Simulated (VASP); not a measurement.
Na2Sb, 3 atoms in the cell. The structure is cubic, space group Fm-3m (No. 225). The conventional cell has a = 7.381 Å, b = 7.381 Å, c = 7.381 Å, α = 90.00°, β = 90.00°, γ = 90.00°. Na (site symmetry -43m) is surrounded by 4 Sb at 3.20 Å. Sb (site symmetry m-3m) is surrounded by 8 Na at 3.20 Å. The cell was built by a generator and needn't be a form met in nature. The cell isn't the ideal one: random cell by space group and Wyckoff sites (Fm-3m, No. 225).

```yaml
Program: VASP 6.6.1
Task: relaxation of cell and atoms
Functional: PBE
Potentials_or_basis: VASP PAW PBE potentials, release 64 (Na_pv, Sb)
Cutoff: 600 eV
k_mesh: 12 × 12 × 12
Occupations: gaussian, width 0.1 eV
Spin: no spin polarisation
Dipole_correction: no
Further_INCAR_settings: ALGO = Normal; EDIFF = 1e-06; IBRION = 2; EDIFFG = -0.01; NSW = 100; ISIF = 3
```

Potentials or basis: VASP PAW PBE potentials, release 64 (Na_pv, Sb).

Run with:

```console
$ cat potpaw_PBE.64/Na_pv/POTCAR potpaw_PBE.64/Sb/POTCAR > POTCAR
$ mpirun -np 1 vasp_std > vasp.out
```

Hardware: 1 thread of Intel(R) Xeon(R) 6975P-C (Granite Rapids) (shared host).

**Question.** How long does it take, and how much memory?

**Answer.** Run time: 2.3 min on 1 thread of Intel(R) Xeon(R) 6975P-C (Granite Rapids), on a shared host, peak memory 0.34 GiB. Counts: scf iterations 25, k points 72, ion steps 3.
